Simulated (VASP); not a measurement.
Data:

```
CoTi
1.0
    2.99000     0.00000     0.00000
    0.00000     2.99000     0.00000
    0.00000     0.00000     2.99000
Ti Co
1 1
Direct
  0.00000   0.00000   0.00000
  0.50000   0.50000   0.50000
```

These are PBE GGA, VASP's PBE PAW potentials (set 64) (plane waves; VASP 6.6.1) values and carry that method's errors. Settings: 400 eV cut-off, 11×11×11 Γ-centred mesh, first-order Methfessel-Paxton smearing of 0.10 eV, potentials Ti_sv Co.

Question: Give the stress tensor in GPa (positive for a compressed cell).

Answer: 
```
-4.19   0.00   0.00
 0.00  -4.19   0.00
 0.00   0.00  -4.19
```
The pressure is its mean diagonal, -4.19 GPa.

The compound is TiCo in the CsCl type structure. The cell was not relaxed at this level. The run is not spin-polarised, so no magnetic state was tried. The electron count is odd and the run is not spin-polarised, which forces a metal.
